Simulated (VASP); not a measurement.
Write the native input for VASP 6.6.1 that does the following.

```
Task                   : single point
Functional             : PBE
Potentials or basis    : VASP PAW PBE potentials, release 64 (Sb, W_sv)
Cutoff                 : 520 eV
k mesh                 : 7 × 7 × 7
Occupations            : fermi-dirac, width 0.05 eV
Spin                   : no spin polarisation
Further INCAR settings : ALGO = Normal; EDIFF = 1e-07; NBANDS = 24
```

The structure of SbW2 lies in POSCAR:

```
SbW2
1.0
    0.0000000000      3.1330100000      3.1330100000
    3.1330100000      0.0000000000      3.1330100000
    3.1330100000      3.1330100000      0.0000000000
Sb W
1 2
Direct
    0.5000000000      0.5000000000      0.5000000000
    0.2500000000      0.2500000000      0.2500000000
    0.7500000000      0.7500000000      0.7500000000
```

The cell was built by a generator and needn't be a form met in nature.

The input as run:

INCAR

```
PREC     = Accurate       # precision mode
ENCUT    = 520            # plane-wave cutoff, eV
EDIFF    = 1E-7           # SCF threshold, eV
ISMEAR   = -1             # smearing method
SIGMA    = 0.05           # smearing width, eV
LREAL    = False          # projectors in reciprocal space
LASPH    = True           # aspherical terms in the spheres
NELM     = 80             # most SCF steps
ALGO     = Normal         # electronic algorithm
ISIF     = 2              # what is computed and relaxed
LWAVE    = False          # write WAVECAR
LCHARG   = False          # write CHGCAR
GGA      = PE             # functional
NBANDS   = 24             # bands
```

KPOINTS

```
Automatic mesh
0
Gamma
  7 7 7
```

Potentials or basis: VASP PAW PBE potentials, release 64 (Sb, W_sv).

Command:

```sh
$ cat potpaw_PBE.64/Sb/POTCAR potpaw_PBE.64/W_sv/POTCAR > POTCAR
$ mpirun -np 1 vasp_std > vasp.out
```

Results of the run:

* Pressure: 0.2 GPa
* Band gap on the k mesh: none (metal or under the smearing width)

Wall time 15 s on 1 thread of Intel(R) Xeon(R) 6975P-C (Granite Rapids), on a shared host, peak memory 0.2 GiB.
